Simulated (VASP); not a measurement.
OSZICAR of a VASP run on Ca:

**OSZICAR**
```
       N       E                     dE             d eps       ncg     rms          rms(c)
DAV:   1     0.155569050440E+03    0.15557E+03   -0.13938E+04   572   0.103E+03
DAV:   2     0.841402887056E+01   -0.14716E+03   -0.14512E+03   407   0.303E+02
DAV:   3    -0.505527707763E+01   -0.13469E+02   -0.13188E+02   742   0.506E+01
DAV:   4    -0.623403173767E+01   -0.11788E+01   -0.11715E+01   568   0.197E+01
DAV:   5    -0.633574108252E+01   -0.10171E+00   -0.10126E+00   677   0.427E+00    0.416E+00
DAV:   6    -0.570642580567E+01    0.62932E+00   -0.31509E+00   496   0.793E+00    0.250E+00
DAV:   7    -0.559339414990E+01    0.11303E+00   -0.49244E-01   520   0.392E+00    0.129E+00
DAV:   8    -0.557642832018E+01    0.16966E-01   -0.21446E-01   544   0.195E+00    0.349E-01
DAV:   9    -0.557388757023E+01    0.25407E-02   -0.22385E-02   661   0.782E-01    0.177E-01
DAV:  10    -0.557518026699E+01   -0.12927E-02   -0.61159E-03   536   0.376E-01    0.589E-02
DAV:  11    -0.557580558274E+01   -0.62532E-03   -0.89505E-04   613   0.124E-01    0.442E-02
DAV:  12    -0.557667623835E+01   -0.87066E-03   -0.65812E-04   480   0.102E-01    0.233E-02
DAV:  13    -0.557685193623E+01   -0.17570E-03   -0.32734E-04   440   0.477E-02    0.182E-02
DAV:  14    -0.557697978124E+01   -0.12785E-03   -0.59439E-05   424   0.449E-02    0.741E-03
DAV:  15    -0.557701641557E+01   -0.36634E-04   -0.28601E-05   456   0.212E-02    0.418E-03
DAV:  16    -0.557704029628E+01   -0.23881E-04   -0.13511E-05   343   0.134E-02    0.204E-03
DAV:  17    -0.557704243197E+01   -0.21357E-05   -0.18206E-06   286   0.610E-03
   1 F= -.55770424E+01 E0= -.55778640E+01  d E =-.557704E+01
       N       E                     dE             d eps       ncg     rms          rms(c)
DAV:   1    -0.557762943154E+01   -0.58914E-03   -0.16195E-01   380   0.323E+00    0.761E-02
DAV:   2    -0.557793396979E+01   -0.30454E-03   -0.38913E-03   416   0.491E-01    0.301E-02
DAV:   3    -0.557793696864E+01   -0.29989E-05   -0.12702E-04   616   0.625E-02    0.117E-02
DAV:   4    -0.557794077142E+01   -0.38028E-05   -0.43258E-06   308   0.134E-02
   2 F= -.55779408E+01 E0= -.55787932E+01  d E =-.898339E-03
       N       E                     dE             d eps       ncg     rms          rms(c)
DAV:   1    -0.557763168872E+01    0.30528E-03   -0.14586E+00   380   0.970E+00    0.228E-01
DAV:   2    -0.558033690074E+01   -0.27052E-02   -0.34911E-02   380   0.147E+00    0.902E-02
DAV:   3    -0.558035485538E+01   -0.17955E-04   -0.11422E-03   613   0.189E-01    0.351E-02
DAV:   4    -0.558037299620E+01   -0.18141E-04   -0.54615E-05   512   0.406E-02    0.115E-02
DAV:   5    -0.558037862377E+01   -0.56276E-05   -0.11364E-05   407   0.142E-02
   3 F= -.55803786E+01 E0= -.55813369E+01  d E =-.333619E-02
       N       E                     dE             d eps       ncg     rms          rms(c)
DAV:   1    -0.557316779998E+01    0.72052E-02   -0.58472E+00   380   0.194E+01    0.451E-01
DAV:   2    -0.558397019715E+01   -0.10802E-01   -0.13873E-01   380   0.295E+00    0.179E-01
DAV:   3    -0.558401837114E+01   -0.48174E-04   -0.44256E-03   599   0.379E-01    0.709E-02
DAV:   4    -0.558409598227E+01   -0.77611E-04   -0.23207E-04   514   0.829E-02    0.235E-02
DAV:   5    -0.558410990100E+01   -0.13919E-04   -0.49123E-05   480   0.296E-02    0.580E-03
DAV:   6    -0.558411069474E+01   -0.79374E-06   -0.78048E-06   310   0.165E-02
   4 F= -.55841107E+01 E0= -.55853061E+01  d E =-.706826E-02
       N       E                     dE             d eps       ncg     rms          rms(c)
DAV:   1    -0.554375351610E+01    0.40356E-01   -0.23517E+01   380   0.389E+01    0.887E-01
DAV:   2    -0.558605019198E+01   -0.42297E-01   -0.53936E-01   388   0.591E+00    0.356E-01
DAV:   3    -0.558622205877E+01   -0.17187E-03   -0.16561E-02   596   0.755E-01    0.143E-01
DAV:   4    -0.558645778027E+01   -0.23572E-03   -0.11053E-03   506   0.172E-01    0.493E-02
DAV:   5    -0.558650656065E+01   -0.48780E-04   -0.22995E-04   632   0.641E-02    0.101E-02
DAV:   6    -0.558650587124E+01    0.68942E-06   -0.32157E-05   380   0.314E-02
   5 F= -.55865059E+01 E0= -.55878744E+01  d E =-.946344E-02
```

Q: Which electronic solver shows in the log?

A: It is blocked Davidson (ALGO = Normal, or the opening steps of other solvers). The INCAR had ALGO = Normal.

Q: Can the final energy be trusted as converged?

A: Self-consistency was reached. It stopped with EDIFF = 1E-5, NELM = 100, NSW = 50 and EDIFFG = -0.03 after 5 ionic steps (PBEsol GGA, plane waves, VASP's PBE PAW potentials (set 64)).

The cell is a thin slab with vacuum, built from Ca (fcc): (111) face.
